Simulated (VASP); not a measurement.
SnSe2:

```
Sn Se
1.0
     3.81100    0.00000    0.00000
    -1.90550    3.30042    0.00000
     0.00000    0.00000    6.13600
Sn Se
1 2
Direct
  0.00000 0.00000 0.00000
  0.33333 0.66667 0.24900
  0.66667 0.33333 0.75100
```

* Program: VASP 6.6.1
* Task: relaxation of cell and atoms
* Functional: PBE
* Dispersion: D3(BJ)
* Potentials or basis: VASP PAW PBE potentials, release 64 (Sn_d, Se)
* Cutoff: 600 eV
* k mesh: 9 × 9 × 5
* Occupations: gaussian, width 0.03 eV
* Spin: no spin polarisation

At the start: pressure 3.3 GPa; volume 25.73 Å³/atom.

Q: How do energy, volume and symmetry change on relaxing?

A: Over 15 steps the energy falls by 22.5 meV/atom and the volume is 25.57 Å³/atom (-0.6 %); space group P-3m1 (No. 164, to 0.05 Å).

Step by step:
```tsv
step	energy change (eV)	largest force (eV/Å)	pressure (GPa)	volume (Å³)
1	0.0000	0.8170	3.32	77.18
2	-0.0197	0.2899	-2.87	83.28
3	-0.0517	0.1634	-0.43	80.49
4	-0.0517	0.1750	-0.35	80.42
5	-0.0556	0.1286	-0.22	79.88
6	-0.0575	0.0774	-0.05	79.31
7	-0.0576	0.0634	0.00	79.15
8	-0.0596	0.0466	-0.06	78.93
9	-0.0641	0.0019	-0.24	78.26
10	-0.0665	0.0943	-0.45	76.89
11	-0.0668	0.0664	-0.38	77.28
12	-0.0669	0.0461	0.41	76.18
13	-0.0675	0.0072	0.05	76.70
14	-0.0675	0.0101	0.00	76.73
15	-0.0675	0.0087	0.02	76.71
```

Final structure:
```yaml
crystal:
  lattice:
    - [3.83942, 0.00000, 0.00000]
    - [-1.91971, 3.32504, 0.00000]
    - [0.00000, 0.00000, 6.00918]
  atoms:
    - { symbol: Sn, position: [0.00000, 0.00000, 0.00000] }
    - { symbol: Se, position: [0.33333, 0.66667, 0.26558] }
    - { symbol: Se, position: [0.66667, 0.33333, 0.73442] }
```
